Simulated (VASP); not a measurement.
```
CELL_PARAMETERS angstrom
     10.93707     0.00000     0.00000
      0.00000    10.93707     0.00000
      0.00000     0.00000    10.93707
ATOMIC_POSITIONS crystal
  Si 0.50000 0.00000 0.00000
  Si 0.62500 0.12500 0.12500
  Si 0.75000 0.25000 0.00000
  Si 0.87500 0.37500 0.12500
  Si 0.75000 0.00000 0.25000
  Si 0.87500 0.12500 0.37500
  Si 0.00000 0.00000 0.00000
  Si 0.12500 0.12500 0.12500
  Si 0.25000 0.25000 0.00000
  Si 0.37751 0.37545 0.12185
  Si 0.50000 0.50000 0.00000
  Si 0.62500 0.62500 0.12500
  Si 0.75000 0.75000 0.00000
  Si 0.87500 0.87500 0.12500
  Si 0.25000 0.00000 0.25000
  Si 0.37813 0.12597 0.37459
  Si 0.50186 0.25453 0.25126
  Si 0.62057 0.37168 0.37634
  Si 0.75000 0.50000 0.25000
  Si 0.87500 0.62500 0.37500
  Si 0.50000 0.00000 0.50000
  Si 0.62500 0.12500 0.62500
  Si 0.75000 0.25000 0.50000
  Si 0.87500 0.37500 0.62500
  Si 0.75000 0.00000 0.75000
  Si 0.87500 0.12500 0.87500
  Si 0.00000 0.50000 0.00000
  Si 0.12500 0.62500 0.12500
  Si 0.25000 0.75000 0.00000
  Si 0.37500 0.87500 0.12500
  Si 0.00000 0.25000 0.25000
  Si 0.12562 0.37510 0.37506
  Si 0.24963 0.50040 0.25071
  Si 0.37072 0.62222 0.37282
  Si 0.50000 0.75000 0.25000
  Si 0.62500 0.87500 0.37500
  Si 0.00000 0.00000 0.50000
  Si 0.12500 0.12500 0.62500
  Si 0.24560 0.24642 0.49766
  Si 0.37826 0.37049 0.62154
  Si 0.49807 0.50037 0.49645
  Si 0.62500 0.62500 0.62500
  Si 0.75000 0.75000 0.50000
  Si 0.87500 0.87500 0.62500
  Si 0.25000 0.00000 0.75000
  Si 0.37500 0.12500 0.87500
  Si 0.50000 0.25000 0.75000
  Si 0.62500 0.37500 0.87500
  Si 0.75000 0.50000 0.75000
  Si 0.87500 0.62500 0.87500
  Si 0.00000 0.75000 0.25000
  Si 0.12500 0.87500 0.37500
  Si 0.00000 0.50000 0.50000
  Si 0.12500 0.62500 0.62500
  Si 0.25000 0.75000 0.50000
  Si 0.37500 0.87500 0.62500
  Si 0.00000 0.25000 0.75000
  Si 0.12500 0.37500 0.87500
  Si 0.25000 0.50000 0.75000
  Si 0.37500 0.62500 0.87500
  Si 0.50000 0.75000 0.75000
  Si 0.62500 0.87500 0.87500
  Si 0.00000 0.75000 0.75000
  Si 0.12500 0.87500 0.87500
  C  0.37300 0.37334 0.37745
```
Cell charge +2.

Method: PBE GGA, VASP's PBE PAW potentials (set 64) (plane waves; VASP). Run with PREC = Normal, LREAL = Auto, ISYM = 0, NELECT = 258.0, EDIFF = 1E-5, 400 eV cut-off, 1×1×1 Γ-centred mesh, Gaussian smearing of 0.050 eV, potentials Si C.

The cell is charged, with a uniform compensating background. The supercell is sampled at Γ alone, which is coarse: total energies, pressure and levels can be off, energies of defects by several tenths of an eV.

### Question
The ions are relaxed. Predict the relaxed structure.

### Answer

```
CELL_PARAMETERS angstrom
     10.93707     0.00000     0.00000
      0.00000    10.93707     0.00000
      0.00000     0.00000    10.93707
ATOMIC_POSITIONS crystal
  Si 0.50205 0.99627 0.99878
  Si 0.62931 0.12009 0.12183
  Si 0.75368 0.24743 0.99939
  Si 0.87454 0.37457 0.12046
  Si 0.75138 0.99808 0.25168
  Si 0.87700 0.12490 0.37294
  Si 0.99882 0.99930 0.99576
  Si 0.12381 0.12227 0.12118
  Si 0.24903 0.24983 0.00098
  Si 0.37464 0.37500 0.12240
  Si 0.49975 0.50085 0.00118
  Si 0.62738 0.62592 0.12139
  Si 0.75040 0.75070 0.99556
  Si 0.87503 0.87441 0.12130
  Si 0.24887 0.99786 0.24607
  Si 0.37860 0.11955 0.36418
  Si 0.50123 0.24854 0.24322
  Si 0.63054 0.37099 0.36404
  Si 0.75217 0.50088 0.24607
  Si 0.87523 0.62407 0.37331
  Si 0.49835 0.00053 0.49767
  Si 0.62485 0.12523 0.62049
  Si 0.74950 0.25143 0.49756
  Si 0.87491 0.37442 0.62204
  Si 0.75007 0.99989 0.74554
  Si 0.87749 0.12381 0.86837
  Si 0.99429 0.50259 0.99822
  Si 0.12167 0.62773 0.11996
  Si 0.24687 0.75559 0.99884
  Si 0.37509 0.87548 0.12048
  Si 0.99663 0.25009 0.24432
  Si 0.11982 0.37719 0.36343
  Si 0.24647 0.50327 0.24360
  Si 0.37255 0.62997 0.36337
  Si 0.49967 0.75344 0.24451
  Si 0.62482 0.87258 0.37344
  Si 0.00498 0.00527 0.49925
  Si 0.13826 0.13629 0.61883
  Si 0.26018 0.26213 0.47585
  Si 0.37608 0.37667 0.68064
  Si 0.48695 0.48872 0.47546
  Si 0.61245 0.61053 0.61943
  Si 0.74383 0.74407 0.49980
  Si 0.87497 0.87439 0.61921
  Si 0.25217 0.00357 0.74753
  Si 0.37515 0.12006 0.88025
  Si 0.50984 0.24102 0.76572
  Si 0.63042 0.37486 0.88124
  Si 0.74623 0.49749 0.74781
  Si 0.87370 0.62520 0.86769
  Si 0.99783 0.75166 0.24980
  Si 0.12564 0.87434 0.37296
  Si 0.99996 0.49850 0.49830
  Si 0.12739 0.62259 0.62093
  Si 0.25126 0.74986 0.49813
  Si 0.37521 0.87488 0.62199
  Si 0.00213 0.25252 0.74647
  Si 0.11946 0.37319 0.88065
  Si 0.24060 0.51002 0.76790
  Si 0.37649 0.63104 0.88123
  Si 0.49717 0.74788 0.74672
  Si 0.62622 0.87245 0.86834
  Si 0.99936 0.75063 0.74424
  Si 0.12469 0.87623 0.86796
  C  0.37385 0.37518 0.51781
```
Cell charge +2.

### Question
How much energy does the relaxation gain?

### Answer
The energy (σ→0) changes by -44.1 meV/atom, in 45 ionic steps.

The cell is a supercell with a defect, built from Si (diamond): C_i, charge +2. The run is not spin-polarised, so no state with unpaired spins was tried.
